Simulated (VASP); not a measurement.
The input files of a VASP run:

### INCAR
```
ALGO  =  Normal
EDIFF  =  1E-6
EDIFFG  =  -0.02
ENCUT  =  500
GGA  =  PS
IBRION  =  2
ISIF  =  3
ISMEAR  =  1
LASPH  =  T
LCHARG  =  F
LMAXMIX  =  4
LREAL  =  F
LWAVE  =  F
NELM  =  100
NSW  =  40
PREC  =  Accurate
PSTRESS  =  300
SIGMA  =  0.1
SYSTEM  =  Pb
```

File KPOINTS:
```
Automatic mesh
0
Gamma
14 14 14
0 0 0
```

### POSCAR
```
Pb
1.0
  0.0000000000   2.2310636330   2.2310636330
  2.2310636330   0.0000000000   2.2310636330
  2.2310636330   2.2310636330   0.0000000000
Pb
1
Direct
  0.0000000000   1.0000000000   0.0000000000
```

POTCAR, in this order: Pb_d (PBE.64 set). Program: vasp_std.

**Question.** Write an equivalent input for Ansatz.

**Answer.** One equivalent input (not run):
Ansatz 0.2 input:
```yaml
crystal:
  lattice:
    - [0.0000000, 2.2310636, 2.2310636]
    - [2.2310636, 0.0000000, 2.2310636]
    - [2.2310636, 2.2310636, 0.0000000]
  atoms:
    - { symbol: Pb, position: [0.0000000, 1.0000000, 0.0000000] }
kpoints:
  mp_grid: { grid: [14, 14, 14] }
hamiltonian:
  xc: pbesol
  pseudopotentials: { kind: paw }
scf:
  occupations: { method: methfessel_paxton, width: 0.1 }
  max_iter: 100
relax:
  max_steps: 40
  f_tol: 0.02
  cell: { p_target: 30 }
output: { forces: true, stress: true, eigenvalues: true }
```
What does not carry over: each code has its own PAW files, so the cut-off isn't converted (ENCUT is set for VASP's; basis.ecutwfc is left out, and Ansatz then takes the one that its files recommend); Ansatz stops its SCF on the density residual and VASP on the energy change (EDIFF).

The compound is Pb in the fcc structure. It was relaxed first under an external pressure of 30 GPa.
